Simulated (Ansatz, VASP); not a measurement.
## Te2As in two plane-wave programs

Aim: how closely do two programs agree when they are given the same cell, functional and k mesh? The cell is generated by rule, not measured, and may not be a known phase. The cell is taken from a series of runs on this material, whose earlier steps may have relaxed, scaled, displaced or heated it; both programs get it as it stands.

Method: plane waves, with VASP 6.6.1 beside it; zone-centre phonons at LDA, in Ansatz 0.2.0.

The structure was built from a prototype and need not be the compound's stable phase.

## (1) The structure

Symmetry: P2_1/m, No. 11, monoclinic system. Conventional cell: a = 4.087 Å, b = 7.650 Å, c = 5.677 Å, α = 90.00°, β = 103.78°, γ = 90.00°. Nearest to As lie 4 Te at 2.75 to 2.95 Å. Nearest to Te lie 3 As at 2.75 to 3.12 Å and 2 Te at 3.03 to 3.14 Å. Farther neighbours and most contacts between anions are not listed.

## (2) Ansatz: zone-centre phonons, LDA

Ansatz runs on its default PAW (the set named soft_2) files.

Second derivatives magnify differences that forces hide, and they need a tight electronic threshold.

input.yaml reads:

```yaml
crystal:
  lattice:
    - [4.0872187038, 0.0, -0.039808579]
    - [0.0, 7.6501647166, 0.0]
    - [-1.2983501861, 0.0, 5.5267336816]
  atoms:
    - { symbol: As, position: [0.1204530774, 0.25, 0.0957256585] }
    - { symbol: As, position: [0.8795469226, 0.75, 0.9042743415] }
    - { symbol: Te, position: [0.260167633, 0.9967442763, 0.7395416046] }
    - { symbol: Te, position: [0.739832367, 0.4967442763, 0.2604583954] }
    - { symbol: Te, position: [0.260167633, 0.5032557237, 0.7395416046] }
    - { symbol: Te, position: [0.739832367, 0.0032557237, 0.2604583954] }
kpoints:
  mp_grid: { grid: [8, 4, 6] }
hamiltonian:
  xc: lda
scf:
  occupations: { method: methfessel_paxton, width: 0.15 }
output:
  eigenvalues: true
phonons:
  method: dfpt
```

Started as:

```sh
> ansatz run input.yaml --threads 8 --pin off --max-ram 14336MiB --backend cpu --events-out ev --progress --plain --runs-dir out
```

Numbers of over 12 decimals in the logs are rounded to 6 here.

The log of the run:

```text
Engine: ansatz 0.2.0, aarch64-unknown-linux-gnu
Pseudopotentials: kind: paw
Pseudopotential: As, paw, valence charge 15, recommended cutoff 420 eV (normal), As.paw.azcp
Pseudopotential: Te, paw, valence charge 16, recommended cutoff 420 eV (normal), Te.paw.azcp
Functional definition: SPW92
  exchange = slater_x
  correlation = pw_c
Crystal: 6 atoms, lattice volume = 172.414 Å³
Basis set: ecut = 420 eV, 3389 PW (Γ), exchange–correlation on 60×108×80 points (8 copies of the dense FFT grid, shifted against one another)
Bands: 57, of which v1, the nominal top of the filled ones, is band 47 counted from 1 (46 counted from 0)
Symmetry: 4 space group operations
k-points: 100 of 192 (irreducible under 1 space group operation, time reversal used)
Non-local potential: As, projectors of the file, l = 0: 2, l = 1: 2, l = 2: 3, l = 3: 1
Non-local potential: Te, projectors of the file, l = 0: 2, l = 1: 2, l = 2: 2, l = 3: 2
PAW form: soft (Blöchl's): semilocal exchange-correlation on the pseudo side does not see the compensation charge
PAW frozen core: As, regenerated for the run's functional, and the local potential with it (the file was generated under x = pbe(κ = 0.804, μ = 0.219515), c = pbe(β = 0.066725))
PAW frozen core: Te, regenerated for the run's functional, and the local potential with it (the file was generated under x = pbe(κ = 0.804, μ = 0.219515), c = pbe(β = 0.066725))
PAW one-centre angular grid: As, 590 points (default); XC on 64 Gauss nodes
PAW one-centre angular grid: Te, 590 points (default); XC on 64 Gauss nodes
Initial density: superposition of atomic densities (neutral atoms: chi_scale 0, normalization atom), corrected by the library's trained network
Initial wavefunctions: pseudopotential atomic-orbital guess
Functional: x = slater, c = lda
SCF iter   1: F=—  HF=-36854.947426 eV  |F-HF|=—  |Δ(HF+E_count)|=         —  Δρ=4.80e-3  dr2=1.92e-2  ethr=1.77e-3  ⟨swp⟩=8.2  Hψ=23285  notcnv=0
preconditioner: auto → LDOS  [metal: Δε(μ)=0.015 eV  Ē_g=8.892 eV  σ=0.150 eV  W_gap=0.08  n_scr=50 (ndim 8)  ℏωp=16.5 eV  f_vac=0.039  D(μ)=3.46/eV (n_scr^D=22)  β→1.0]
SCF iter   2: F=—  HF=-36854.937194 eV  |F-HF|=—  |Δ(HF+E_count)|=   1.02e-2  S|Δr|=    0.00e0  Δρ=8.55e-4  dr2=1.34e-3  ethr=2.04e-5  ⟨swp⟩=2.0  Hψ=11306  notcnv=0
SCF iter   3: F=—  HF=-36854.936695 eV  |F-HF|=—  |Δ(HF+E_count)|=   4.99e-4  S|Δr|=    0.00e0  Δρ=4.08e-4  dr2=3.06e-4  ethr=1.42e-6  ⟨swp⟩=2.0  Hψ=10113  notcnv=0
SCF iter   4: F=—  HF=-36854.936546 eV  |F-HF|=—  |Δ(HF+E_count)|=   1.50e-4  S|Δr|=    0.00e0  Δρ=9.02e-5  dr2=1.61e-5  ethr=3.26e-7  ⟨swp⟩=2.0  Hψ=10115  notcnv=0
SCF iter   5: F=—  HF=-36854.936538 eV  |F-HF|=—  |Δ(HF+E_count)|=   8.16e-6  S|Δr|=    0.00e0  Δρ=2.44e-5  dr2=1.63e-6  ethr=1.71e-8  ⟨swp⟩=2.0  Hψ=10156  notcnv=0
SCF iter   6: F=—  HF=-36854.936538 eV  |F-HF|=—  |Δ(HF+E_count)|=   5.80e-7  S|Δr|=    0.00e0  Δρ=6.48e-6  dr2=9.97e-8  ethr=1.74e-9  ⟨swp⟩=3.0  Hψ=10297  notcnv=0
SCF iter   7: F=—  HF=-36854.936538 eV  |F-HF|=—  |Δ(HF+E_count)|=   6.36e-9  S|Δr|=    0.00e0  Δρ=1.78e-6  dr2=6.19e-9  ethr=1.06e-10  ⟨swp⟩=2.0  Hψ=8106  notcnv=0
SCF iter   8: F=—  HF=-36854.936538 eV  |F-HF|=—  |Δ(HF+E_count)|=  5.02e-10  S|Δr|=    0.00e0  Δρ=4.49e-7  dr2=2.76e-10  ethr=6.58e-12  ⟨swp⟩=2.0  Hψ=10148  notcnv=0
SCF iter   9: F=—  HF=-36854.936538 eV  |F-HF|=—  |Δ(HF+E_count)|=  2.91e-11  S|Δr|=    0.00e0  Δρ=1.31e-7  dr2=2.87e-11  ethr=1.00e-12  ⟨swp⟩=2.5  Hψ=9063  notcnv=0
SCF iter  10: F=-36854.936538 eV  HF=-36854.936538 eV  |F-HF|=1.46e-11  |Δ(HF+E_count)|=  1.46e-11  S|Δr|=    0.00e0  Δρ=3.14e-8  dr2=1.06e-12  ethr=1.00e-12  ⟨swp⟩=11.6  Hψ=28593  notcnv=0
SCF 1 converged in 10 iterations: F = -36854.936538 eV  dr2 = 1.06e-12
  greatest PAW one-centre occupation: 1.000 electrons in one spin orbital (limit 2), on the As atom at site 1 (counted from 0), in its partial waves of l = 2
DFPT response loops at Γ: preconditioner auto → Kerker (q_TF=auto, 2.466 Å⁻¹) (partly filled bands, converged f_vac=0.039); β = 1.00, the filter's whole step (`scf.mixing.beta` (0.50) is not read by the response loops under this deck's `scf.mixing.preconditioner`; to damp them name `kerker` or `kerker_dos`, under which they read `scf.mixing.beta`, and type it under 1.00, their step now; both keys bind the ground state too); Broyden in place of MSR1
SCF converged after 10 iterations
Stability not checked: this state was not tested for a lower state beside it, because cold or Methfessel-Paxton smearing, or corrected tetrahedra, fill the levels in a way that the test cannot read (fill_not_monotonic; see scf.lower_state_search)
Free energy (F): -36854.936538 eV
Harris-Foulkes:  -36854.936538 eV  (|F-HF|=1.46e-11)
Internal energy: -36854.933155 eV  (E = F + TS)
E sigma→0 (E₀):  -36854.935692 eV
Entropy (-TS):   -0.003383 eV (-0.564 meV/atom)
Fermi energy:    9.430648 eV
Step filling:    the computed levels leave a gap of 0.0176 eV = 0.1 smearing widths at the electron count; against every level under it full and every level over it empty, smearing changes F+E_penalty+E_count by -1.143 meV and its σ→0 estimate by -0.298 meV
--- Per-component energies (eV) ---
  E_band       = -1524.141425
  E_kinetic    = 933.543319
  E_local      = -8713.583990  (includes V_loc(G=0)·N_el)
  E_nonlocal   = -2551.243134
  E_hartree    = 5228.368458
  E_xc         = -654.372394
  E_vxc        = -579.559744  (∫ρ·V_xc dr)
  E_paw        = -21543.494757  (= ΣΔE_a)
  E_vpaw       = -1070.033998  (= ΣTr[D̂ρ^β])
  E_aug_tail   = -0.000781  (compensation charges beyond the density's cutoff)
  E_ewald      = -9561.014981
  E_core_change = 6.865105  (= ΣΔE_core)
  E_smearing   = -0.003383  (= −TS)
  E_closure    = 0.000000  (closes the sum)
  Σ components = -36854.936538   (vs F -36854.936538, Δ=0.00e0)
--- Band table (eV; the first three rows and the last of 100) ---
  k-point 0: bands = [... 43 lower, 7.1823, 8.1047, 8.6318, 9.6319, 10.4063, 11.1374, 11.1408, 11.4352, ... 6 higher]
  k-point 1: bands = [... 43 lower, 7.2395, 8.2030, 8.4339, 9.3486, 10.3883, 10.8363, 11.3730, 11.4347, ... 6 higher]
  k-point 2: bands = [... 43 lower, 7.7174, 8.1275, 8.5200, 8.8438, 9.6725, 10.2045, 10.4423, 10.7227, ... 6 higher]
  k-point 99: bands = [... 43 lower, 7.1876, 8.4900, 8.4900, 9.7408, 9.7408, 10.7223, 10.7223, 12.2179, ... 6 higher]
--- Phonons (Γ-DFPT): 6 representative perturbations + reference, on 100 of 192 k-points (Σ response iterations 19) ---
  k mesh reduced under 1 symmetry operation, with k and −k counted as one. Each operation leaves every solved perturbation unchanged. A smaller set is not used because it would not reduce the number of displacements times k-points to solve
  ASR residual: 1.057e-4 → 0.000e0 eV/Å²; symmetrization residual: 1.459e-5 eV/Å²
  ASR residual per site (eV/Å²): 4.94e-5 4.94e-5 1.06e-4 1.06e-4 1.06e-4 1.06e-4
  Γ frequencies (cm⁻¹): -5.00 0.00 0.00 0.00 51.73 63.26 64.92 72.88 86.21 95.58 99.32 106.96 108.61 113.08 118.77 128.32 129.38 166.28
  non-analytic LO–TO correction: not included (Born effective charges unavailable; polar crystals: no LO–TO splitting at Γ)
```

(Part 1 of 3 ends here.)

[Lines on the potential files, build, host, timing and source positions are cut from VASP's logs without a mark.]

[Logs are printed without paths, hosts, clocks, repeated set-up lines and the standing remarks that a program may print on its own settings, such as how far it seeks lower states.]

[Hosts, paths, dates, database ids (printed as entryN), source tags and the programs' standing remarks are cut or masked in the printed files.]
